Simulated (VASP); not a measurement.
Consider the following.

```xyz
5
Lattice="3.7990 0.0000 0.0000 0.0000 3.7990 0.0000 0.0000 0.0000 3.7990" Properties=species:S:1:pos:R:3 pbc="T T T"
Sr     0.0000     0.0000     0.0000
V      1.8995     1.8995     1.8995
O      1.8995     0.0000     1.8995
O      0.0000     1.8995     1.8995
O      1.8995     1.8995     0.0000
```

Method: PBE GGA, VASP's PBE PAW potentials (set 64) (plane waves; VASP). Run with 620 eV cut-off, 8×8×8 Γ-centred mesh, first-order Methfessel-Paxton smearing of 0.10 eV, potentials Sr_sv V_sv O.

Energy and stress use the plane-wave basis of the starting cell.

Question: The ions, cell shape and volume at an external pressure of 20.0 GPa are relaxed. Predict the relaxed structure.

Answer: 
```xyz
5
Lattice="3.7482 0.0000 0.0000 0.0000 3.7482 0.0000 0.0000 0.0000 3.7482" Properties=species:S:1:pos:R:3 pbc="T T T"
Sr     0.0000     0.0000     0.0000
V      1.8741     1.8741     1.8741
O      1.8741     0.0000     1.8741
O      0.0000     1.8741     1.8741
O      1.8741     1.8741     0.0000
```
Space group Pm-3m (221), at a tolerance of 0.03 Å.

Question: How do energy and volume change from the first to the last step?

Answer: The energy (σ→0) changes by +40.0 meV/atom and the volume by -4.0 %, in 3 ionic steps.

The compound is SrVO3 in the cubic perovskite structure. This run relaxes it under an external pressure of 20 GPa. Symmetry was kept, so distortions that lower it aren't found. The run is not spin-polarised, so no magnetic state was tried. The electron count is odd and the run is not spin-polarised, which forces a metal.
